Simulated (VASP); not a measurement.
Data:

```
CELL_PARAMETERS angstrom
      3.99664     0.00000     0.00000
      0.00000     3.99664     0.00000
      0.00000     0.00000     6.09826
ATOMIC_POSITIONS crystal
  Os 0.00000 0.00000 0.00000
  Os 0.50000 0.50000 0.00000
  Os 0.50000 0.00000 0.27000
  Os 0.00000 0.50000 0.73000
  Ge 0.50000 0.00000 0.70000
  Ge 0.00000 0.50000 0.30000
```

The numbers are results of PBE GGA, VASP's PBE PAW potentials (set 64) (plane waves; VASP), not measurements. Numerical set-up: 300 eV cut-off, 3×3×2 Γ-centred mesh, Fermi-Dirac smearing of 0.050 eV, potentials Os Ge_d.

At this cut-off the stress carries a Pulay error, which pulls relaxed volumes low.

Problem. Which forces act on the atoms, in eV/Å?

Solution. 
```tsv
atom	Fx	Fy	Fz
Os1	0.000	0.000	0.000
Os2	0.000	0.000	0.000
Os3	0.000	0.000	1.653
Os4	0.000	0.000	-1.653
Ge5	0.000	0.000	-0.891
Ge6	0.000	0.000	0.891
```

Problem. Give the stress tensor in GPa (positive for a compressed cell).

Solution. 
```
-3.84   0.00   0.00
 0.00  -3.84   0.00
 0.00   0.00   2.33
```
The pressure is its mean diagonal, -1.79 GPa.

The structure was generated: GeOs2 was put into an ordered model structure, which need not be its known phase. The cell was not relaxed at this level. The k-mesh is coarse (spacing up to 0.52 per Å, 2π included), so the numbers may not be converged in it.
